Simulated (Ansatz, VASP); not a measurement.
**Lu2SiO5 (Lu2SiO5 (C2/c)): VASP beside Ansatz**

One calculation is typed for both programs; each brings its own data sets. How far apart do they land? Of the first pair: The structure shown is the start of the Ansatz relaxation below; VASP solves that cell, so the two are compared at the walk's first step.

Calculated with Ansatz 0.2.0; plane waves, with VASP 6.6.1 beside it; r2SCAN.

### 1. Set-up

Symmetry: C2/c, No. 15, monoclinic system. The conventional cell has a = 14.168 Å, b = 6.589 Å, c = 10.132 Å, α = 90.00°, β = 122.08°, γ = 90.00°. Lu has 6 O at 2.13 to 2.25 Å nearest. Nearest to Lu lie 7 O at 2.12 to 2.62 Å. Nearest to Si lie 4 O at 1.62 to 1.64 Å. Nearest to O lie 4 Lu at 2.12 to 2.33 Å. Nearest to O lie 1 Si at 1.62 Å and 2 Lu at 2.21 Å. Nearest to O lie 1 Si at 1.62 Å and 2 Lu at 2.21 to 2.24 Å. Farther neighbours and most contacts between anions are not listed.

### 2. Ansatz: relaxation, r2SCAN

Ansatz runs on its PAW soft_1 files.

The two programs are compared at the cell with which this relaxation starts, whose forces are those of its first step.

The input, input.yaml:

```yaml
crystal:
  lattice:
    - [7.0838375, -3.2942758, 0.0]
    - [7.0838375, 3.2942758, 0.0]
    - [-5.3805082, 0.0, 8.5851331]
  atoms:
    - { symbol: Lu, position: [0.76329637, 0.51732297, 0.33746033] }
    - { symbol: Lu, position: [0.48267703, 0.23670363, 0.16253967] }
    - { symbol: Lu, position: [0.23670363, 0.48267703, 0.66253967] }
    - { symbol: Lu, position: [0.51732297, 0.76329637, 0.83746033] }
    - { symbol: Lu, position: [0.7807591, 0.29365782, 0.96815698] }
    - { symbol: Lu, position: [0.70634218, 0.2192409, 0.53184302] }
    - { symbol: Lu, position: [0.2192409, 0.70634218, 0.03184302] }
    - { symbol: Lu, position: [0.29365782, 0.7807591, 0.46815698] }
    - { symbol: Si, position: [0.7244913, 0.9102811, 0.6929369] }
    - { symbol: Si, position: [0.0897189, 0.2755087, 0.8070631] }
    - { symbol: Si, position: [0.2755087, 0.0897189, 0.3070631] }
    - { symbol: Si, position: [0.9102811, 0.7244913, 0.1929369] }
    - { symbol: O, position: [0.6148171, 0.42017698, 0.39746787] }
    - { symbol: O, position: [0.57982302, 0.3851829, 0.10253213] }
    - { symbol: O, position: [0.3851829, 0.57982302, 0.60253213] }
    - { symbol: O, position: [0.42017698, 0.6148171, 0.89746787] }
    - { symbol: O, position: [0.87041486, 0.72476193, 0.56201031] }
    - { symbol: O, position: [0.27523807, 0.12958514, 0.93798969] }
    - { symbol: O, position: [0.12958514, 0.27523807, 0.43798969] }
    - { symbol: O, position: [0.72476193, 0.87041486, 0.06201031] }
    - { symbol: O, position: [0.55045543, 0.85143583, 0.67720898] }
    - { symbol: O, position: [0.14856417, 0.44954457, 0.82279102] }
    - { symbol: O, position: [0.44954457, 0.14856417, 0.32279102] }
    - { symbol: O, position: [0.85143583, 0.55045543, 0.17720898] }
    - { symbol: O, position: [0.92048367, 0.90349119, 0.36403109] }
    - { symbol: O, position: [0.09650881, 0.07951633, 0.13596891] }
    - { symbol: O, position: [0.07951633, 0.09650881, 0.63596891] }
    - { symbol: O, position: [0.90349119, 0.92048367, 0.86403109] }
    - { symbol: O, position: [0.17068707, 0.58864256, 0.17382028] }
    - { symbol: O, position: [0.41135744, 0.82931293, 0.32617972] }
    - { symbol: O, position: [0.82931293, 0.41135744, 0.82617972] }
    - { symbol: O, position: [0.58864256, 0.17068707, 0.67382028] }
basis:
  ecutwfc: 500
  xc_grid: 2
hamiltonian:
  xc: r2scan
  pseudopotentials: { kind: paw, azcp: { folder: soft_1 } }
kpoints:
  mp_grid: { grid: [5, 5, 3] }
scf:
  occupations: { method: fermi_dirac, width: 0.01 }
  max_iter: 150
output:
  forces: true
  stress: true
relax:
  f_tol: 0.01
  max_steps: 60
  cell: {}
checkpoint:
  write: "../r2scan.run"
  compress: false
  write_wavefunctions: false
  write_every: 100000
```

Launch:

```sh
> ansatz run input.yaml --threads 4 --pin off --max-ram 6594MiB --backend cpu --events-out ev --progress --plain --runs-dir out
```

Numbers of over 12 decimals in the logs are rounded to 6 here.

The log of the run:

```text
Engine: ansatz 0.2.0, x86_64-unknown-linux-gnu
Pseudopotentials: kind: paw
Pseudopotential: Lu, paw, valence charge 25, recommended cutoff 500 eV (meta_gga), soft_1/Lu.paw.azcp
Pseudopotential: Si, paw, valence charge 4, recommended cutoff 500 eV (meta_gga), soft_1/Si.paw.azcp
Pseudopotential: O, paw, valence charge 6, recommended cutoff 500 eV (meta_gga), soft_1/O.paw.azcp
Functional definition: r2SCAN
  parameter k0 = 0.174
  parameter k1 = 0.065
  parameter a1 = 4.9479
  exchange = r2scan_x(k0 = k0, k1 = k1, a1 = a1)
  correlation = r2scan_c
Crystal: 32 atoms, lattice volume = 400.687 Å³
Basis set: ecut = 500 eV, 10143 PW (Γ), exchange–correlation on 120×120×150 points (8 copies of the dense FFT grid, shifted against one another)
Bands: 202, of which v1, the nominal top of the filled ones, is band 168 counted from 1 (167 counted from 0)
Symmetry: 4 space group operations
Space group: C2/c (ITA 15), of the structure as read, at distance tolerance 7.4e-5 Å
k-points: 24 of 75
Non-local potential: Lu, projectors of the file, l = 0: 3, l = 1: 2, l = 2: 2, l = 3: 3
Non-local potential: Si, projectors of the file, l = 0: 2, l = 1: 2, l = 2: 1
Non-local potential: O, projectors of the file, l = 0: 2, l = 1: 2, l = 2: 1
PAW form: soft (Blöchl's): semilocal exchange-correlation on the pseudo side does not see the compensation charge
PAW frozen core: Lu, regenerated for the run's functional (the file was generated under x = pbe(κ = 0.804, μ = 0.219515), c = pbe(β = 0.066725))
PAW frozen core: Si, regenerated for the run's functional (the file was generated under x = pbe(κ = 0.804, μ = 0.219515), c = pbe(β = 0.066725))
PAW frozen core: O, regenerated for the run's functional (the file was generated under x = pbe(κ = 0.804, μ = 0.219515), c = pbe(β = 0.066725))
PAW one-centre angular grid: Lu, 974 points (default); XC on 160 Gauss nodes
PAW one-centre angular grid: Si, 302 points (default); XC on 160 Gauss nodes
PAW one-centre angular grid: O, 302 points (default); XC on 160 Gauss nodes
Initial density: superposition of atomic densities (chi_scale 0.1, normalization cell, long waves kept (reshape's long-wave potential 0.16 eV rms))
Initial wavefunctions: pseudopotential atomic-orbital guess
Functional: x = r2scan, c = r2scan; τ floored in thin density (d = 2e-4 eV/Å³)
SCF iter   1: F=—  HF=-131967.393042 eV  |F-HF|=—  |Δ(HF+E_count)|=         —  Δρ=1.07e-1  dr2=6.99e1  dr2_τ=3.58e0  ethr=3.10e-3  ⟨swp⟩=5.0  Hψ=19952  notcnv=0
preconditioner: auto → Resta (q_TF=auto, 2.649 Å⁻¹)  ε∞=4.8  [insulator: Δε(μ)=4.346 eV  Ē_g=17.019 eV  σ=0.010 eV  W_gap=1.00  n_scr=122 (ndim 8)  ℏωp=33.2 eV  f_vac=0.009  D(μ)=0.00/eV (n_scr^D=0)  ε∞_Penn≈4.8]
SCF iter   2: F=—  HF=-131951.747237 eV  |F-HF|=—  |Δ(HF+E_count)|=    1.56e1  Δρ=4.75e-2  dr2=1.61e1  dr2_τ=7.23e-1  ethr=3.10e-3  ⟨swp⟩=4.2  Hψ=12230  notcnv=0  defer=689
SCF iter   3: F=—  HF=-131947.966678 eV  |F-HF|=—  |Δ(HF+E_count)|=    3.78e0  Δρ=3.29e-2  dr2=6.74e0  dr2_τ=1.13e-1  ethr=3.10e-3  ⟨swp⟩=3.6  Hψ=8440  notcnv=0  defer=496
automatic band count: iteration 3 solves 194 bands in place of 202: the levels show a gap, and the empty bands left out lie too high to hold charge; the band table lists the bands solved (type scf.n_extra_bands for more)
SCF iter   4: F=—  HF=-131945.735847 eV  |F-HF|=—  |Δ(HF+E_count)|=    2.23e0  Δρ=1.36e-2  dr2=6.13e-1  dr2_τ=3.80e-2  ethr=2.01e-3  ⟨swp⟩=4.8  Hψ=9826  notcnv=0  defer=494
SCF iter   5: F=—  HF=-131946.054037 eV  |F-HF|=—  |Δ(HF+E_count)|=   3.18e-1  Δρ=9.49e-3  dr2=2.86e-1  dr2_τ=4.86e-2  ethr=1.83e-4  ⟨swp⟩=4.6  Hψ=9807  notcnv=0  defer=493
SCF iter   6: F=—  HF=-131945.975060 eV  |F-HF|=—  |Δ(HF+E_count)|=   7.90e-2  Δρ=2.02e-3  dr2=1.45e-2  dr2_τ=1.74e-3  ethr=8.50e-5  ⟨swp⟩=3.8  Hψ=8377  notcnv=0  defer=492
SCF iter   7: F=—  HF=-131945.986417 eV  |F-HF|=—  |Δ(HF+E_count)|=   1.14e-2  Δρ=1.06e-3  dr2=3.66e-3  dr2_τ=5.69e-4  ethr=4.32e-6  ⟨swp⟩=4.5  Hψ=8551  notcnv=0  defer=493
SCF iter   8: F=—  HF=-131945.984031 eV  |F-HF|=—  |Δ(HF+E_count)|=   2.39e-3  Δρ=5.97e-4  dr2=1.49e-3  dr2_τ=1.57e-4  ethr=1.09e-6  ⟨swp⟩=3.0  Hψ=9928  notcnv=0  defer=492
SCF iter   9: F=—  HF=-131945.984095 eV  |F-HF|=—  |Δ(HF+E_count)|=   6.37e-5  Δρ=3.15e-4  dr2=3.07e-4  dr2_τ=6.76e-5  ethr=4.43e-7  ⟨swp⟩=2.0  Hψ=8282  notcnv=0  defer=492
SCF iter  10: F=—  HF=-131945.984089 eV  |F-HF|=—  |Δ(HF+E_count)|=   6.29e-6  Δρ=8.87e-5  dr2=3.21e-5  dr2_τ=4.31e-6  ethr=9.14e-8  ⟨swp⟩=2.0  Hψ=7428  notcnv=0  defer=492
[...]
SCF iter  12: F=—  HF=-131945.984516 eV  |F-HF|=—  |Δ(HF+E_count)|=   3.19e-6  Δρ=1.53e-5  dr2=8.12e-7  dr2_τ=7.69e-8  ethr=1.64e-9  ⟨swp⟩=2.0  Hψ=8004  notcnv=0  defer=492
[...]
SCF iter   6: F=—  HF=-131946.117048 eV  |F-HF|=—  |Δ(HF+E_count)|=   6.87e-7  Δρ=7.50e-6  dr2=1.18e-7  dr2_τ=7.92e-9  ethr=1.52e-10  ⟨swp⟩=3.0  Hψ=9038  notcnv=0
SCF iter   7: F=-131946.117048 eV  HF=-131946.117048 eV  |F-HF|=3.55e-9  |Δ(HF+E_count)|=   2.32e-8  Δρ=2.21e-6  dr2=1.94e-8  dr2_τ=1.96e-9  ethr=1.66e-11  ⟨swp⟩=5.3  Hψ=20888  notcnv=0
SCF 6 converged in 7 iterations: F = -131946.117048 eV  dr2 = 1.94e-8
[...]
relax step   7: F+E_penalty+E_count = -131946.12388282 eV  Δ(F+E_penalty+E_count) = -6.835e-3 eV  max|allowed force component| = 5.690e-3 eV/Å  Δτ_max = 0.0000 Å  P = -0.009 GPa  Ω = 409.880 Å³  stress off target by 1.42e-2 GPa  SCF on the basis re-selected at this cell (its energy is not comparable with the rows above)  (6 SCF iters)
basis re-selected at this cell: Δ(F+E_penalty+E_count) = -6.835e-3 eV, ΔP = -0.009 GPa vs the last step (what re-selecting the basis moved, of the pressure what is left beyond the Pulay correction that the steps carried, after the strain that the cell walked since its last selection, with what the two solves' SCF thresholds leave and, on support functions, any second-order correction that the steps lacked; it is no m [...]
SCF converged after 6 iterations
Free energy (F): -131946.123883 eV
Harris-Foulkes:  -131946.123883 eV  (|F-HF|=0.00e0)
Internal energy: -131946.123883 eV  (E = F + TS)
E sigma→0 (E₀):  -131946.123883 eV
Fermi energy:    11.529992 eV
--- Per-component energies (eV) ---
  E_band       = -265.017908
  E_kinetic    = 6984.822533
  E_local      = -66885.830256  (includes V_loc(G=0)·N_el)
  E_nonlocal   = 6513.637451
  E_hartree    = 28024.350796
  E_xc         = -3311.496299
  E_vxc        = -4590.342172  (∫ρ·V_xc dr)
  E_paw        = -64795.344940  (= ΣΔE_a)
  E_vpaw       = 1389.788554  (= ΣTr[D̂ρ^β])
  E_aug_tail   = 0.005407  (compensation charges beyond the density's cutoff)
  E_vtau       = 274.198624  (kinetic-family band-sum trace: ∫τ·v_τ [+ j·A + Jᵃ·Aᵃ] dr)
  E_ewald      = -38480.708858
  E_core_change = 4.440284  (= ΣΔE_core)
  E_smearing   = -0.000000  (= −TS)
  E_closure    = 0.000000  (closes the sum)
  Σ components = -131946.123883   (vs F -131946.123883, Δ=0.00e0)
--- Forces (eV/Å), atoms counted from 1 ---
  atom   1  Lu    -0.00569023     0.00031869    -0.00160851
  atom   2  Lu     0.00569023     0.00031869     0.00160851
  atom   3  Lu     0.00569023    -0.00031869     0.00160851
  atom   4  Lu    -0.00569023    -0.00031869    -0.00160851
  atom   5  Lu    -0.00303043     0.00265299     0.00178993
  atom   6  Lu     0.00303043     0.00265299    -0.00178993
  atom   7  Lu     0.00303043    -0.00265299    -0.00178993
  atom   8  Lu    -0.00303043    -0.00265299     0.00178993
  atom   9  Si     0.00023960     0.00491877    -0.00545395
  atom  10  Si    -0.00023960     0.00491877     0.00545395
  atom  11  Si    -0.00023960    -0.00491877     0.00545395
  atom  12  Si     0.00023960    -0.00491877    -0.00545395
  atom  13  O     -0.00068750     0.00037744     0.00104340
  atom  14  O      0.00068750     0.00037744    -0.00104340
  atom  15  O      0.00068750    -0.00037744    -0.00104340
  atom  16  O     -0.00068750    -0.00037744     0.00104340
  atom  17  O      0.00006740     0.00192572     0.00043207
  atom  18  O     -0.00006740     0.00192572    -0.00043207
  atom  19  O     -0.00006740    -0.00192572    -0.00043207
  atom  20  O      0.00006740    -0.00192572     0.00043207
  atom  21  O      0.00147043     0.00154941     0.00006819
  atom  22  O     -0.00147043     0.00154941    -0.00006819
  atom  23  O     -0.00147043    -0.00154941    -0.00006819
  atom  24  O      0.00147043    -0.00154941     0.00006819
  atom  25  O      0.00091621     0.00128409     0.00523160
  atom  26  O     -0.00091621     0.00128409    -0.00523160
  atom  27  O     -0.00091621    -0.00128409    -0.00523160
  atom  28  O      0.00091621    -0.00128409     0.00523160
  atom  29  O     -0.00318018     0.00469150     0.00007432
  atom  30  O      0.00318018     0.00469150    -0.00007432
  atom  31  O      0.00318018    -0.00469150    -0.00007432
  atom  32  O     -0.00318018    -0.00469150     0.00007432
  max |Σ_I F_I| component: 8.67e-19 eV/Å
--- Stress (GPa, compression-positive) ---
       -0.012800       0.000000       0.003535
        0.000000      -0.009974       0.000000
        0.003534       0.000000      -0.005377
  P = ⅓ Tr σ = -0.0094 GPa (-0.094 kbar)
--- Relaxed structure (6 steps of the walk, 6 accepted, 1 SCFs on fresh bases) ---
  F+E_penalty+E_count = -131946.12388282 eV   max|allowed force component| = 5.690e-3 eV/Å   (the final SCF, on the basis selected at the relaxed cell)
  cell:  # Å, volume = 409.8805 Å³
    - [7.128546, -3.320859, -0.011722]
    - [7.128546, 3.320859, -0.011722]
    - [-5.428672, 0.0, 8.666095]
  atoms:
    - { symbol: Lu, position: [0.763295, 0.518460, 0.337138] }
    - { symbol: Lu, position: [0.481540, 0.236705, 0.162862] }
    - { symbol: Lu, position: [0.236705, 0.481540, 0.662862] }
    - { symbol: Lu, position: [0.518460, 0.763295, 0.837138] }
    - { symbol: Lu, position: [0.780919, 0.293317, 0.967447] }
    - { symbol: Lu, position: [0.706683, 0.219081, 0.532553] }
    - { symbol: Lu, position: [0.219081, 0.706683, 0.032553] }
    - { symbol: Lu, position: [0.293317, 0.780919, 0.467447] }
    - { symbol: Si, position: [0.725384, 0.909992, 0.693326] }
    - { symbol: Si, position: [0.090008, 0.274616, 0.806674] }
    - { symbol: Si, position: [0.274616, 0.090008, 0.306674] }
    - { symbol: Si, position: [0.909992, 0.725384, 0.193326] }
    - { symbol: O, position: [0.614634, 0.420820, 0.397633] }
    - { symbol: O, position: [0.579180283785, 0.385366, 0.102367] }
    - { symbol: O, position: [0.385366, 0.579180283785, 0.602367] }
    - { symbol: O, position: [0.420820, 0.614634, 0.897633] }
    - { symbol: O, position: [0.869955, 0.726136, 0.563342] }
    - { symbol: O, position: [0.273864, 0.130045, 0.936658] }
    - { symbol: O, position: [0.130045, 0.273864, 0.436658] }
    - { symbol: O, position: [0.726136, 0.869955, 0.063342] }
    - { symbol: O, position: [0.551727, 0.851845, 0.676886] }
    - { symbol: O, position: [0.148155, 0.448273, 0.823114] }
    - { symbol: O, position: [0.448273, 0.148155, 0.323114] }
    - { symbol: O, position: [0.851845, 0.551727, 0.176886] }
    - { symbol: O, position: [0.919280, 0.902931, 0.363271] }
    - { symbol: O, position: [0.097069, 0.080720, 0.136729] }
    - { symbol: O, position: [0.080720, 0.097069, 0.636729] }
    - { symbol: O, position: [0.902931, 0.919280, 0.863271] }
    - { symbol: O, position: [0.168879, 0.590578, 0.175040] }
    - { symbol: O, position: [0.409422, 0.831121, 0.324960] }
    - { symbol: O, position: [0.831121, 0.409422, 0.824960] }
    - { symbol: O, position: [0.590578, 0.168879, 0.675040] }
```

### 3. VASP: single point, r2SCAN, start cell, pair 1

The same cell, functional, mesh and smearing now go to VASP, with its own data sets.

Lines of VASP's logs that name or quote its potential files are left out, and so is its time.

The input, INCAR:

```
SYSTEM = Lu2SiO5
PREC = Accurate
ENCUT = 580
EDIFF = 1E-06
NELM = 120
ISMEAR = -1
SIGMA = 0.01
LREAL = Auto
ALGO = Normal
METAGGA = R2SCAN
LASPH = .TRUE.
NBANDS = 128
LORBIT = 11
LWAVE = .FALSE.
LCHARG = .FALSE.
ISIF = 2
GGA_COMPAT = .FALSE.
EFERMI = MIDGAP
LMIXTAU = .TRUE.
KPAR = 4
```

The input, POSCAR:

```
Lu2SiO5
1.0
    7.0838370000     -3.2942760000      0.0000000000
    7.0838370000      3.2942760000      0.0000000000
   -5.3805080000      0.0000000000      8.5851330000
Lu Si O
8 4 20
Direct
    0.7632963616      0.5173230430      0.3374603515
    0.4826770497      0.2367037311      0.1625397067
    0.2367037090      0.4826770276      0.6625396485
    0.5173230209      0.7632963395      0.8374602933
    0.7807591195      0.2936578566      0.9681570454
    0.7063421656      0.2192409026      0.5318430128
    0.2192409953      0.7063422583      0.0318430710
    0.2936578344      0.7807590974      0.4681569872
    0.7244913287      0.9102811654      0.6929369644
    0.0897188567      0.2755086934      0.8070630938
    0.2755087155      0.0897188788      0.3070631521
    0.9102811433      0.7244913066      0.1929369062
    0.6148171281      0.4201770919      0.3974679251
    0.5798230008      0.3851829646      0.1025321332
    0.3851829867      0.5798230229      0.6025321914
    0.4201770698      0.6148171060      0.8974678668
    0.8704148984      0.7247619537      0.5620102799
    0.2752380947      0.1295851500      0.9379896619
    0.1295851722      0.2752381168      0.4379897201
    0.7247619759      0.8704149205      0.0620103381
    0.5504555110      0.8514357568      0.6772089611
    0.1485642211      0.4495444668      0.8227909806
    0.4495444890      0.1485642432      0.3227910389
    0.8514358495      0.5504556037      0.1772090194
    0.9204837097      0.9034912052      0.3640310523
    0.0965088433      0.0795163387      0.1359688895
    0.0795163609      0.0965088654      0.6359689477
    0.9034912273      0.9204837318      0.8640311105
    0.1706870263      0.5886425953      0.1738202542
    0.4113574532      0.8293130222      0.3261796876
    0.8293130443      0.4113574753      0.8261797458
    0.5886426174      0.1706870484      0.6738203124
```

The input, KPOINTS:

```
Automatic mesh
0
Gamma
5 5 3
0 0 0
```

The projector-augmented-wave data sets are Lu_3, Si and O (PBE family, release 64).

Launch:

```sh
> mpirun -np 4 vasp_std
```

The log of the run:

```text
[banner, memory and clock lines left out]
running    4 mpi-ranks, on    1 nodes
[...]
|                                                                             |
|               ----> ADVICE to this user running VASP <----                  |
|                                                                             |
|     You enforced a specific xc type in the INCAR file but a different       |
|     [... a line on the potential file left out ...]
|     I HOPE YOU KNOW WHAT YOU ARE DOING!                                     |
|                                                                             |

 LDA part: xc-table for (None), standard interpolation
 POSCAR, INCAR and KPOINTS ok, starting setup
[...]
entering main loop
       N       E                     dE             d eps       ncg     rms          rms(c)
DAV:   1     0.442368083660E+04    0.44237E+04   -0.74108E+04  8824   0.210E+03
DAV:   2     0.874202007683E+03   -0.35495E+04   -0.33918E+04 10024   0.987E+02
DAV:   3    -0.140770911333E+03   -0.10150E+04   -0.96363E+03 11728   0.576E+02
DAV:   4    -0.517537186206E+03   -0.37677E+03   -0.33497E+03 12112   0.343E+02
[...]
DAV:  24    -0.579095477212E+03    0.18793E-05   -0.89666E-07  4712   0.151E-02    0.670E-03
DAV:  25    -0.579095481937E+03   -0.47250E-05   -0.12765E-06  4800   0.146E-02    0.480E-03
DAV:  26    -0.579095482135E+03   -0.19778E-06   -0.94847E-07  4368   0.161E-02
   1 F= -.57909548E+03 E0= -.57909548E+03  d E =0.000000E+00
```

OUTCAR, selected parts (step 3):

```text
  Total        0.0454031      0.0219906      0.1469040      0.0000000      0.0000000     -0.0570564
  in kB        0.1815474      0.0879311      0.5874063      0.0000000      0.0000000     -0.2281440
  external PRESSURE =       0.2856283 kB  Pullay stress =       0.0000000 kB

 POSITION                                       TOTAL-FORCE (eV/Angst)
 -----------------------------------------------------------------------------------
      7.25599     -0.81030      2.89714        -0.009177      0.007695     -0.005748
      4.22143     -0.81030      1.39542         0.009177      0.007695      0.005748
      1.53118      0.81030      5.68799         0.009177     -0.007695      0.005748
      4.56574      0.81030      7.18971        -0.009177     -0.007695     -0.005748
      2.40182     -1.60465      8.31176        -0.010545      0.001110      0.011176
      3.69509     -1.60465      4.56594         0.010545      0.001110     -0.011176
      6.38535      1.60465      0.27338         0.010545     -0.001110     -0.011176
      5.09207      1.60465      4.01919        -0.010545     -0.001110      0.011176
      7.85211      0.61204      5.94896         0.002821      0.008217      0.005826
     -1.75520      0.61204      6.92874        -0.002821      0.008217     -0.005826
      0.93506     -0.61204      2.63618        -0.002821     -0.008217     -0.005826
     10.54236     -0.61204      1.65639         0.002821     -0.008217      0.005826
      5.19315     -0.64120      3.41232         0.001842     -0.008116      0.002983
      6.28427     -0.64120      0.88025        -0.001842     -0.008116     -0.002983
[...]
-----------------------------------------------------------------------------------
    total drift:                               -0.011376      0.000241     -0.001132

  FREE ENERGIE OF THE ION-ELECTRON SYSTEM (eV)
  ---------------------------------------------------
  free  energy   TOTEN  =      -579.0954821348 eV

  energy  without entropy=     -579.0954821348  energy(sigma->0) =     -579.09548213

[... 3 further parts left out ...]
[key lines of the parts left out:]
E-fermi :   4.1848
```

The data set Lu_3 holds the 4f electrons frozen in the core, so no f bands or f moments appear.

### 4. Differences

Known differences besides the potentials themselves: VASP keeps PBE cores, Ansatz makes them for the functional; the data sets hold 336 valence electrons in Ansatz (on its PAW soft_1 files) and 208 in VASP; the cutoff is 500 eV in Ansatz and 580 eV in VASP (PREC = Accurate, projectors in real space). Total energies have different zeros and are not compared.

The largest component of a force difference here is 345 meV/Å.

[end of part 1 of 2]

[Lines on the potential files, build, host, timing and source positions are cut from VASP's logs without a mark.]

[Logs are printed without paths, hosts, clocks, repeated set-up lines and the standing remarks that a program may print on its own settings, such as how far it seeks lower states.]

[Hosts, paths, dates, database ids (printed as entryN), source tags and the programs' standing remarks are cut or masked in the printed files.]
